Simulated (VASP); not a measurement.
# A VASP study of AgRu (r2SCAN): structure first, properties next, part 3 of 4

Aim: relax AgRu, then compute properties on the relaxed cell. The cell is invented: it takes the structure of a Materials Project entry for AgPd (space group 166 there), with some of its atoms replaced by other elements, volume scaled by an estimate. It may not be a known or stable phase.

VASP 6.6.1, plane waves and PAW; the level of theory is named at each step.

Still holding for the runs below: This run has no spin polarisation. Its electron count is odd, so without a moment it is a metal by construction.

So far. Step 3 (Full relaxation (r2SCAN)): It ends with forces that vanish by symmetry and a pressure of -0.02 GPa. Step 4 (Density, ELF and potential (r2SCAN)): In this run the pressure is 0.01 GPa, small enough to go on. The relaxed cell has a = 2.726, c = 14.159 Å (conventional setting).

## Step 5: Bands along the symmetry lines (r2SCAN)

Level of this step: r2SCAN; plane waves and PAW (Ag, Ru_pv); invented cell (VASP).

Levels along the symmetry lines show where the bands peak and cross; KPOINTS_OPT computes them in the converged potential.

File INCAR:

```
SYSTEM = AgRu
PREC = Accurate
ENCUT = 400
EDIFF = 1E-06
NELM = 100
ISMEAR = 1
SIGMA = 0.2
LREAL = .FALSE.
ALGO = Normal
METAGGA = R2SCAN
LASPH = .TRUE.
NBANDS = 24
LORBIT = 11
LWAVE = .FALSE.
LCHARG = .FALSE.
```

File POSCAR:

```
AgRu
1.0
    1.3629023282      0.7868723539      4.7198130342
   -1.3629023282      0.7868723539      4.7198130342
    0.0000000000     -1.5737436974      4.7198130286
Ag Ru
1 1
Direct
    0.0000000000      0.0000000000      0.0000000000
    0.5000000000      0.5000000000      0.5000000000
```

File KPOINTS:

```
Automatic mesh
0
Gamma
8 8 8
0 0 0
```

File KPOINTS_OPT:

```
Line mode
16
Line-mode
Reciprocal
  0.00000000   0.00000000   0.00000000 GAMMA
  0.50000000   0.00000000   0.00000000 L

  0.50000000   0.00000000   0.00000000 L
  0.50000000   0.18519632  -0.18519632 B1

  0.81480368   0.50000000   0.18519632 B
  0.50000000   0.50000000   0.50000000 Z

  0.50000000   0.50000000   0.50000000 Z
  0.00000000   0.00000000   0.00000000 GAMMA

  0.00000000   0.00000000   0.00000000 GAMMA
  0.34259816   0.00000000  -0.34259816 X

  0.65740184   0.34259816   0.00000000 Q
  0.50000000   0.50000000   0.00000000 F

  0.50000000   0.50000000   0.00000000 F
  0.65740184   0.65740184   0.18519632 P1

  0.65740184   0.65740184   0.18519632 P1
  0.50000000   0.50000000   0.50000000 Z

  0.50000000   0.00000000   0.00000000 L
  0.81480368   0.34259816   0.34259816 P
```

Potentials, in the order of the species: Ag and Ru_pv (PBE family, release 64).

On the command line:

```bash
> mpirun -np 1 vasp_std
```

Output:

```text
[... set-up lines as in an earlier step ...]
 entering main loop
       N       E                     dE             d eps       ncg     rms          rms(c)
DAV:   1     0.140208540455E+03    0.14021E+03   -0.11917E+04  3200   0.883E+02
DAV:   2    -0.503849295715E+02   -0.19059E+03   -0.18407E+03  3736   0.287E+02
DAV:   3    -0.544049240165E+02   -0.40200E+01   -0.40034E+01  3464   0.458E+01
DAV:   4    -0.544242449035E+02   -0.19321E-01   -0.19319E-01  3416   0.328E+00
DAV:   5    -0.544244735919E+02   -0.22869E-03   -0.22869E-03  3688   0.348E-01    0.147E+01
DAV:   6    -0.456379850331E+02    0.87865E+01   -0.10071E+01  3416   0.308E+01    0.803E+00
DAV:   7    -0.455797394238E+02    0.58246E-01   -0.52624E-01  3264   0.750E+00    0.308E+00
DAV:   8    -0.455713829095E+02    0.83565E-02   -0.95807E-02  3368   0.220E+00    0.188E+00
DAV:   9    -0.455688815245E+02    0.25014E-02   -0.26404E-02  3480   0.148E+00    0.269E-01
DAV:  10    -0.455689004909E+02   -0.18966E-04   -0.34262E-03  3536   0.569E-01    0.674E-02
DAV:  11    -0.455689470063E+02   -0.46515E-04   -0.30877E-04  3448   0.131E-01    0.467E-02
DAV:  12    -0.455689547316E+02   -0.77254E-05   -0.55437E-05  3504   0.658E-02    0.796E-03
DAV:  13    -0.455689550174E+02   -0.28572E-06   -0.43658E-06  3544   0.143E-02
   1 F= -.45568955E+02 E0= -.45569273E+02  d E =0.952795E-03
 Start KPOINTS_OPT (optional k-point list driver)
k-point batch [1-65\144]
       N       E                     dE             ncg
DAV:   1     0.701452862200E+04   -0.30293E+05     3152
DAV:   2    -0.539289420674E+04   -0.12407E+05     3848
DAV:   3    -0.566575692381E+04   -0.27286E+03     3536
DAV:   4    -0.566723688576E+04   -0.14800E+01     3416
DAV:   5    -0.566725950082E+04   -0.22615E-01     3536
DAV:   6    -0.566725998213E+04   -0.48131E-03     3608
DAV:   7    -0.566725999362E+04   -0.11492E-04     3448
DAV:   8    -0.566725999392E+04   -0.30623E-06     2224
[...]
k-point batch [131-144\144]
       N       E                     dE             ncg
DAV:   1     0.461900412444E+05   -0.12123E+05      672
DAV:   2     0.435159186451E+05   -0.26741E+04      808
DAV:   3     0.434605232827E+05   -0.55395E+02      720
DAV:   4     0.434602286449E+05   -0.29464E+00      760
DAV:   5     0.434602239455E+05   -0.46994E-02      728
DAV:   6     0.434602238355E+05   -0.11007E-03      832
DAV:   7     0.434602238326E+05   -0.28678E-05      688
DAV:   8     0.434602238325E+05   -0.70955E-07      480
```

The job ended after 2.4 min (1 MPI rank of Intel Xeon 6975P-C (Granite Rapids), shared host; peak memory 0.2 GiB).

Parts of OUTCAR (step 5):

```text
   k-points           NKPTS =     65   k-points in BZ     NKDIM =     65   number of bands    NBANDS=     24

   NELECT =      25.0000    total number of electrons

 E-fermi :  10.2448

 k-point     1 :       0.0000    0.0000    0.0000
  band No.  band energies     occupation
    ...
      9       6.2448      2.00000
     10       6.3773      2.00000
     11       8.6926      2.00000
     12       8.6926      2.00000
     13      10.0075      2.07045
     14      10.9459     -0.00001
     15      10.9459     -0.00001
     16      16.4972      0.00000
     17      19.3447      0.00000
     18      26.4212      0.00000
    ...

  Total       -0.0000329     -0.0000329     -0.0052338     -0.0000000     -0.0000000      0.0000000
  in kB       -0.0017375     -0.0017375     -0.2761100     -0.0000000     -0.0000000      0.0000000
  external PRESSURE =      -0.0931950 kB  Pullay stress =       0.0000000 kB

 POSITION                                       TOTAL-FORCE (eV/Angst)
 -----------------------------------------------------------------------------------
      0.00000      0.00000      0.00000         0.000000      0.000000      0.000000
      0.00000      0.00000      7.07972        -0.000000     -0.000000     -0.000000
 -----------------------------------------------------------------------------------
    total drift:                               -0.000000      0.000000      0.000000

  FREE ENERGIE OF THE ION-ELECTRON SYSTEM (eV)
  ---------------------------------------------------
  free  energy   TOTEN  =       -45.5689550174 eV

  energy  without entropy=      -45.5699078127  energy(sigma->0) =      -45.56927262

[... 7 parts as in an earlier step ...]

[... 9 further parts left out ...]
```

Spin-orbit coupling is off here; it would split degenerate levels.

Numbers from this step:

```
bands    : 24
pressure : -0.009320 GPa
```

Electronic bands along the path, in eV, zero at the Fermi level; # counts the bands kept, so #1 is VASP's band 4:

| point | #6 | #7 | #8 | #9 | #10 | #11 | #12 | #13 |
| --- | --- | --- | --- | --- | --- | --- | --- | --- |
| Γ | -4.00 | -3.87 | -1.55 | -1.55 | -0.24 | 0.70 | 0.70 | 6.25 |
| 0.47 of the way | -4.07 | -3.43 | -2.32 | -1.74 | -0.18 | 0.24 | 4.00 | 7.11 |
| L | -3.88 | -2.86 | -1.98 | -0.36 | 2.13 | 2.55 | 4.18 | 7.87 |
| 0.47 of the way | -3.81 | -2.88 | -0.92 | -0.88 | 0.03 | 4.36 | 4.81 | 9.10 |
| B1 | -2.17 | -2.04 | -1.62 | -1.45 | 0.08 | 5.43 | 6.57 | 7.19 |
| jump to B | -2.17 | -2.04 | -1.62 | -1.45 | 0.08 | 5.43 | 6.57 | 7.19 |
| 0.47 of the way | -3.13 | -3.05 | -2.68 | -0.88 | 0.25 | 0.68 | 0.99 | 9.10 |
| Z | -3.80 | -3.80 | -2.98 | -1.76 | -1.76 | 0.46 | 0.46 | 9.10 |
| 0.47 of the way | -3.90 | -3.90 | -1.96 | -1.66 | -1.66 | 0.57 | 0.57 | 8.92 |
| Γ | -4.00 | -3.87 | -1.55 | -1.55 | -0.24 | 0.70 | 0.70 | 6.25 |
| 0.53 of the way | -3.07 | -3.05 | -2.35 | -2.24 | -0.17 | 1.30 | 6.37 | 6.91 |
| X | -2.25 | -1.96 | -1.65 | -1.43 | -0.01 | 5.56 | 6.37 | 7.40 |
| jump to Q | -2.25 | -1.96 | -1.65 | -1.43 | -0.01 | 5.56 | 6.37 | 7.40 |
| 0.47 of the way | -3.25 | -1.58 | -0.85 | -0.43 | 0.34 | 2.91 | 5.56 | 7.16 |
| F | -2.86 | -1.57 | 0.24 | 0.42 | 0.48 | 2.14 | 2.83 | 7.19 |
| 0.47 of the way | -2.87 | -1.74 | 0.01 | 0.20 | 1.02 | 2.12 | 2.74 | 7.22 |
| P1 | -2.88 | -2.21 | -0.48 | 0.09 | 1.82 | 2.09 | 2.47 | 7.25 |
| 0.47 of the way | -4.09 | -3.80 | -1.90 | -1.02 | -0.08 | 0.27 | 0.51 | 9.10 |
| Z | -3.80 | -3.80 | -2.98 | -1.76 | -1.76 | 0.46 | 0.46 | 9.10 |
| jump to L | -3.88 | -2.86 | -1.98 | -0.36 | 2.13 | 2.55 | 4.18 | 7.87 |
| 0.53 of the way | -3.11 | -2.86 | -1.48 | -0.19 | 2.12 | 2.44 | 3.44 | 7.49 |
| P | -2.88 | -2.21 | -0.48 | 0.09 | 1.82 | 2.09 | 2.47 | 7.25 |

Of the projections kept (Ag, Ru), the largest for each band there; the rest of the weight can lie on other orbitals:

| point | #6 | #7 | #8 | #9 | #10 | #11 | #12 | #13 |
| --- | --- | --- | --- | --- | --- | --- | --- | --- |
| Γ | Ag 0.92 | Ru 0.75 | Ru 0.93 | Ru 0.93 | Ag 0.61 | Ru 0.96 | Ru 0.96 | Ru 0.56 |
| L | Ru 0.89 | Ag 1.00 | Ru 0.81 | Ru 0.99 | Ru 1.00 | Ag 0.65 | Ru 0.58 | Ag 0.62 |
| B1 | Ru 0.93 | Ru 0.84 | Ru 0.88 | Ru 0.58 | Ru 0.83 | Ag 0.79 | Ag 0.54 | Ag 0.67 |
| B | Ru 0.93 | Ru 0.84 | Ru 0.88 | Ru 0.58 | Ru 0.83 | Ag 0.79 | Ag 0.54 | Ag 0.67 |
| Z | Ag 1.00 | Ag 1.00 | Ru 0.87 | Ru 1.00 | Ru 1.00 | Ru 1.00 | Ru 1.00 | Ru 1.00 |
| Γ | Ag 0.92 | Ru 0.75 | Ru 0.93 | Ru 0.93 | Ag 0.61 | Ru 0.96 | Ru 0.96 | Ru 0.56 |

There is no gap at this level.

## Step 6: Density of states (r2SCAN)

A density of states needs more k-points than a total energy; ISMEAR = -5 takes tetrahedra, and LORBIT projects the states on the PAW spheres. The mesh is finer than in the run before.

Edit INCAR of step 5 so:

```diff
@@ -5,3 +5,3 @@
 NELM = 100
-ISMEAR = 1
+ISMEAR = -5
 SIGMA = 0.2
@@ -15 +15,2 @@
 LCHARG = .FALSE.
+NEDOS = 2001
```

POSCAR is that of step 5.

File KPOINTS:

```
Automatic mesh
0
Gamma
12 12 12
0 0 0
```

On the command line:

```bash
> mpirun -np 1 vasp_std
```

Output:

```text
[... set-up lines as in an earlier step ...]
 entering main loop
       N       E                     dE             d eps       ncg     rms          rms(c)
DAV:   1     0.141809027199E+03    0.14181E+03   -0.11883E+04  9296   0.879E+02
DAV:   2    -0.502275694625E+02   -0.19204E+03   -0.18540E+03 11040   0.289E+02
DAV:   3    -0.544424286244E+02   -0.42149E+01   -0.42008E+01 10144   0.467E+01
DAV:   4    -0.544623331575E+02   -0.19905E-01   -0.19907E-01 10136   0.332E+00
DAV:   5    -0.544625700704E+02   -0.23691E-03   -0.23702E-03 10392   0.352E-01    0.146E+01
DAV:   6    -0.456720581507E+02    0.87905E+01   -0.93218E+00  9912   0.303E+01    0.769E+00
DAV:   7    -0.456329179265E+02    0.39140E-01   -0.42775E-01  9576   0.698E+00    0.311E+00
DAV:   8    -0.456275843665E+02    0.53336E-02   -0.66860E-02  9976   0.184E+00    0.167E+00
DAV:   9    -0.456261209645E+02    0.14634E-02   -0.20516E-02 10280   0.131E+00    0.247E-01
DAV:  10    -0.456263724125E+02   -0.25145E-03   -0.31303E-03 10240   0.548E-01    0.708E-02
DAV:  11    -0.456263694279E+02    0.29846E-05   -0.34668E-04  9848   0.145E-01    0.431E-02
DAV:  12    -0.456263686708E+02    0.75714E-06   -0.56482E-05 10120   0.698E-02    0.945E-03
DAV:  13    -0.456263658780E+02    0.27928E-05   -0.65582E-06 10344   0.189E-02    0.300E-03
DAV:  14    -0.456263654221E+02    0.45590E-06   -0.52428E-07  5592   0.392E-03
   1 F= -.45626365E+02 E0= -.45626365E+02  d E =0.000000E+00
 -----------------------------------------------------------------------------
|                                                                             |
|           W    W    AA    RRRRR   N    N  II  N    N   GGGG   !!!           |
|           W    W   A  A   R    R  NN   N  II  NN   N  G    G  !!!           |
|           W    W  A    A  R    R  N N  N  II  N N  N  G       !!!           |
|           W WW W  AAAAAA  RRRRR   N  N N  II  N  N N  G  GGG   !            |
|           WW  WW  A    A  R   R   N   NN  II  N   NN  G    G                |
|           W    W  A    A  R    R  N    N  II  N    N   GGGG   !!!           |
|                                                                             |
|     Tetrahedron method does not include variations of the Fermi             |
|     occupations, so forces and stress will be inaccurate. We suggest        |
|     using a different smearing scheme ISMEAR = 1 or 2 for metals in         |
|     relaxations.                                                            |
|                                                                             |
 -----------------------------------------------------------------------------
```

Elapsed: 3.4 min, on 1 MPI rank; peak memory 0.25 GiB.

Parts of OUTCAR (step 6):

```text
   k-points           NKPTS =    189   k-points in BZ     NKDIM =    189   number of bands    NBANDS=     24

   NELECT =      25.0000    total number of electrons

 E-fermi :  10.1776

 k-point     1 :       0.0000    0.0000    0.0000
  band No.  band energies     occupation
    ...
      9       6.2549      2.00000
     10       6.3542      2.00000
     11       8.6685      2.00000
     12       8.6685      2.00000
     13      10.0052      2.00000
     14      10.9150      0.00000
     15      10.9150      0.00000
     16      16.4820      0.00000
     17      19.2410      0.00000
     18      26.4161      0.00000
    ...

  Total       -0.0556349     -0.0556349      0.0654895      0.0000000      0.0000000      0.0000000
  in kB       -2.9350334     -2.9350333      3.4549128      0.0000000      0.0000002      0.0000000
  external PRESSURE =      -0.8050513 kB  Pullay stress =       0.0000000 kB

 POSITION                                       TOTAL-FORCE (eV/Angst)
 -----------------------------------------------------------------------------------
      0.00000      0.00000      0.00000         0.000000     -0.000000      0.000000
      0.00000      0.00000      7.07972         0.000000      0.000000     -0.000000
 -----------------------------------------------------------------------------------
    total drift:                               -0.000000      0.000000      0.000000

  FREE ENERGIE OF THE ION-ELECTRON SYSTEM (eV)
  ---------------------------------------------------
  free  energy   TOTEN  =       -45.6263654221 eV

  energy  without entropy=      -45.6263654221  energy(sigma->0) =      -45.62636542

[... 6 parts as in an earlier step ...]

[... 10 further parts left out ...]
```

The DOS at the Fermi level is high for the number of transition-metal atoms. It is one value on this mesh and may be a narrow spike; if it stands, a magnetic instability is possible, which a run without spin can't show. With tetrahedra the forces and stress of a metal are not exact derivatives of the energy.

Numbers from this step:

* SCF cycles: 14
* irreducible k-points: 189
* free energy (TOTEN): -45.63 eV
* Fermi energy: 10.18 eV
* pressure: -0.08051 GPa
* DOS at the Fermi level: 2.793 states/eV/cell

The density of states has structure finer than the step of the table below, so its rows give means over 1 eV, whole bins alone (the curve runs from -12.0 to 7.99 eV). Peaks (eV: height): total -5.8: 5.13, -5.3: 4.48, -5.0: 4.60, -4.2: 4.45; Ru d -2.2: 1.82, -1.4: 1.82, 0.0: 2.80, 0.5: 2.40; Ag d -5.8: 3.60, -5.3: 3.35, -5.0: 3.23, -4.2: 3.60; Ru s -5.8: 0.206, -3.8: 0.0825.

States under -12.0 eV and over 8.0 eV are left out. The density of states by energy, zero at the Fermi level; means over each step; values in states/eV/cell:

| energy (eV) | total | Ru d | Ag d | Ru s |
| --- | --- | --- | --- | --- |
| -9 | 0 | 0 | 0 | 0 |
| -8 | 0.0387 | 1.7e-4 | 0.00132 | 0.00668 |
| -7 | 0.916 | 0.0311 | 0.556 | 0.0343 |
| -6 | 3.55 | 0.269 | 2.45 | 0.122 |
| -5 | 3.48 | 0.347 | 2.47 | 0.0324 |
| -4 | 3.24 | 0.633 | 2.13 | 0.0490 |
| -3 | 2.09 | 0.942 | 0.753 | 0.0288 |
| -2 | 2.32 | 1.37 | 0.406 | 0.0426 |
| -1 | 2.05 | 1.35 | 0.250 | 0.0318 |
| 0 | 2.46 | 1.89 | 0.220 | 0.0203 |
| 1 | 1.09 | 0.809 | 0.0642 | 0.0102 |
| 2 | 0.759 | 0.462 | 0.0476 | 0.0128 |
| 3 | 0.601 | 0.248 | 0.0515 | 0.0157 |
| 4 | 0.518 | 0.158 | 0.0497 | 0.0161 |
| 5 | 0.417 | 0.102 | 0.0407 | 0.0132 |
| 6 | 0.366 | 0.0767 | 0.0381 | 0.0176 |
| 7 | 0.344 | 0.0636 | 0.0401 | 0.0369 |

The finer mesh and the other smearing move the Fermi level by -0.07 eV from the 8×8×8 run, one measure of the sampling error in the zero of the bands above. Of the states within 0.3 eV of the Fermi level, the largest shares in the PAW spheres are Ru d 77 % and Ag d 9 %. The rest lies in smaller channels or between the spheres.

(Continued in part 4 of 4.)

[Lines on the potential files, build, host, timing and source positions are cut from VASP's logs without a mark.]

[Logs are printed without paths, hosts, clocks, repeated set-up lines and the standing remarks that a program may print on its own settings, such as how far it seeks lower states.]

[Hosts, paths, dates, database ids (printed as entryN), source tags and the programs' standing remarks are cut or masked in the printed files.]

[A measured line is paired with the nearest computed mode of its activity, which favours agreement.]
